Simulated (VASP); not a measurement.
Shape and ions are relaxed at each volume.

Data:

MoSi2 is taken in the tetragonal space group I4/mmm (No. 139), Pearson symbol tI6. Conventional cell: a = b = 3.180 Å, c = 7.797 Å, α = β = γ = 90.00°. Si on 4e has 5 Si at 2.580–2.607 Å and 5 Mo at 2.592–2.609 Å. Mo on 2a has 10 Si at 2.592–2.609 Å and 4 Mo at 3.180 Å. (Neighbours: up to the widest gap in distance over summed covalent radii, below 1.35, at either atom; cation-cation and far metal-metal contacts left out.)
(The calculation used a cell of 3 atoms; values per cell refer to that cell.)

All values below come from PBE GGA with D3 dispersion (Becke-Johnson damping), VASP's PBE PAW potentials (set 64) (plane waves; VASP 6.6.1). Settings: 520 eV cut-off, 13×13×13 Γ-centred mesh, first-order Methfessel-Paxton smearing of 0.10 eV, potentials Si Mo_sv.

Give the energy at these volumes per atom, relative to the lowest: 12.34, 12.73, 13.13, 13.52, 13.92 Å³.

37.5, 9.1, 0.0, 7.3, 28.5 meV/atom. A third-order Birch-Murnaghan fit gives B0 = 221 GPa and B0′ = 4.4.

The compound is MoSi2 in the MoSi2 type structure. It was relaxed first.
